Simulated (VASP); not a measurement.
Output of a VASP run:

File OSZICAR:
```
       N       E                     dE             d eps       ncg     rms          rms(c)
DAV:   1     0.151712192649E+03    0.15171E+03   -0.14342E+04  2040   0.117E+03
DAV:   2    -0.348842913636E+02   -0.18660E+03   -0.17935E+03  2700   0.275E+02
DAV:   3    -0.439198269154E+02   -0.90355E+01   -0.89687E+01  2388   0.664E+01
DAV:   4    -0.440222086635E+02   -0.10238E+00   -0.10219E+00  2368   0.733E+00
DAV:   5    -0.440240669949E+02   -0.18583E-02   -0.18577E-02  2348   0.901E-01    0.159E+01
RMM:   6    -0.376655624147E+02    0.63585E+01   -0.24916E+01  2000   0.298E+01    0.615E+00
RMM:   7    -0.377148254459E+02   -0.49263E-01   -0.25282E+00  2003   0.796E+00    0.333E+00
RMM:   8    -0.376293663159E+02    0.85459E-01   -0.34336E-01  2000   0.428E+00    0.479E-01
RMM:   9    -0.376368430202E+02   -0.74767E-02   -0.11515E-01  2163   0.171E+00    0.312E-01
RMM:  10    -0.376390846636E+02   -0.22416E-02   -0.20199E-02  2148   0.772E-01    0.191E-01
RMM:  11    -0.376384324047E+02    0.65226E-03   -0.42148E-03  2001   0.428E-01    0.177E-02
RMM:  12    -0.376384809526E+02   -0.48548E-04   -0.52439E-04  2095   0.142E-01    0.201E-02
RMM:  13    -0.376384845644E+02   -0.36118E-05   -0.10307E-04  1798   0.544E-02    0.823E-03
RMM:  14    -0.376384853589E+02   -0.79454E-06   -0.11845E-05  1216   0.199E-02
   1 F= -.37638485E+02 E0= -.37638485E+02  d E =-.376385E+02
       N       E                     dE             d eps       ncg     rms          rms(c)
DAV:   1    -0.376384815819E+02    0.29825E-05   -0.24736E-01  2316   0.413E+00    0.875E-02
RMM:   2    -0.376389390913E+02   -0.45751E-03   -0.51279E-03  2000   0.536E-01    0.339E-02
RMM:   3    -0.376389495698E+02   -0.10479E-04   -0.43760E-04  2068   0.162E-01    0.200E-02
RMM:   4    -0.376389442811E+02    0.52887E-05   -0.89823E-05  1933   0.708E-02
   2 F= -.37638944E+02 E0= -.37638944E+02  d E =-.458922E-03
```

**OUTCAR**
```
------------------------ aborting loop because EDIFF is reached ----------------------------------------
  FORCE on cell =-STRESS in cart. coord.  units (eV):
  Direction    XX          YY          ZZ          XY          YZ          ZX
  --------------------------------------------------------------------------------------
  Total       -2.2714465     -2.2714465     -2.2347781      0.0000000      0.0000000      0.0000000
  in kB      -48.2752295    -48.2752295    -47.4959129      0.0000000      0.0000000      0.0000000
  external PRESSURE =     -48.0154573 kB  Pullay stress =       0.0000000 kB
  volume of cell :       75.39
      direct lattice vectors                 reciprocal lattice vectors
     4.823457386  0.000000000  0.000000000     0.207320169  0.000000000  0.000000000
     0.000000000  4.823457386  0.000000000     0.000000000  0.207320169  0.000000000
     0.000000000  0.000000000  3.240200346     0.000000000  0.000000000  0.308622892
 POSITION                                       TOTAL-FORCE (eV/Angst)
 -----------------------------------------------------------------------------------
      2.41173      2.41173      1.62010        -0.000000      0.000000      0.000000
      0.00000      0.00000      3.24020        -0.000000      0.000000      0.000000
      0.93354      3.88992      1.62010         0.000422     -0.000422      0.000000
      3.88992      0.93354      1.62010        -0.000422      0.000422      0.000000
      3.34526      3.34526      3.24020         0.000422      0.000422      0.000000
      1.47819      1.47819      0.00000        -0.000422     -0.000422      0.000000
 -----------------------------------------------------------------------------------
    total drift:                                0.000000     -0.000000     -0.000000
  FREE ENERGIE OF THE ION-ELECTRON SYSTEM (eV)
  ---------------------------------------------------
  free  energy   TOTEN  =       -37.6389442811 eV

  energy  without entropy=      -37.6389442811  energy(sigma->0) =      -37.63894428

 reached required accuracy - stopping structural energy minimisation
```
(Selected blocks of OUTCAR.)

### POSCAR
```
SnO2
1
    4.8234573857     0.0000000000     0.0000000000
    0.0000000000     4.8234573857     0.0000000000
    0.0000000000     0.0000000000     3.2402003457
Sn O
2 4
Direct
  0.5000000000   0.5000000000   0.5000000000
  0.0000000000   0.0000000000   0.0000000000
  0.1940300000   0.8059700000   0.5000000000
  0.8059700000   0.1940300000   0.5000000000
  0.6940300000   0.6940300000   0.0000000000
  0.3059700000   0.3059700000   0.0000000000
```

Task: Reconstruct the remaining input files.

Result: This is not unique; one that fits is the input of the run itself, PBE GGA, plane waves, VASP's PBE PAW potentials (set 64).

### INCAR
```
! general
SYSTEM   =  SnO2
PREC     =  Normal
ENCUT    =  400   ! plane-wave cut-off (eV)
LREAL    =  .FALSE.   ! projection in real space or not
LASPH    =  .TRUE.   ! aspherical one-centre terms

! electronic loop
EDIFF    =  1E-5
NELM     =  100   ! most electronic steps
NELMIN   =  4
ALGO     =  Fast   ! Davidson, then RMM-DIIS
LMAXMIX  =  4

! smearing
ISMEAR   =  0   ! Gaussian
SIGMA    =  0.05   ! width (eV)

! functional
GGA      =  PE   ! PBE

! ions
IBRION   =  2
NSW      =  20   ! most ionic steps
ISIF     =  2   ! forces and stress, cell fixed
EDIFFG   =  -0.03

! output
LWAVE    =  .FALSE.
LCHARG   =  .FALSE.
```

### KPOINTS
```
Automatic mesh
0
Gamma
6 6 8
0 0 0
```

POTCAR, in this order: Sn O (PBE.64 set). Program: vasp_std.

At this cut-off the stress carries a Pulay error, which pulls relaxed volumes low.

The structure comes from a computed database's SnO2 entry (P4_2/mnm); how it stands against other phases isn't given here. This run relaxes the ions in a fixed cell. Symmetry was kept, so distortions that lower it aren't found.
